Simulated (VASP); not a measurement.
CuI:

```
Cu I
1.0
     0.00000    3.02900    3.02900
     3.02900    0.00000    3.02900
     3.02900    3.02900    0.00000
Cu I
1 1
Cartesian
  1.5145 1.5145 1.5145
  0.0000 0.0000 0.0000
```

Base run:

| Quantity | Value |
| --- | --- |
| Program | VASP 6.6.1 |
| Functional | r2SCAN |
| Potentials or basis | VASP PAW PBE potentials, release 64 (Cu, I) |
| Cutoff | 520 eV |
| k mesh | 22 × 22 × 22 |
| Occupations | fermi-dirac, width 0.02 eV |
| Spin | no spin polarisation |

Its results: band gap on the k mesh 1.62 eV, direct; pressure -0.5 GPa.

Problem. The run is repeated on the same cell with these changes: functional from r2SCAN to PBE; further incar settings from ALGO = Normal; EDIFF = 1e-06; NBANDS = 16 to ALGO = Fast; EDIFF = 1e-06; NBANDS = 16. What comes out?

Solution. Band gap on the k mesh 1.15 eV, direct; pressure 0.4 GPa.

Caveats: spin-orbit coupling is left out, which moves the levels of the heavy elements; the PAW data sets were made with another functional, which shifts forces and pressure a little (some runs).

A k mesh can miss the band edges.
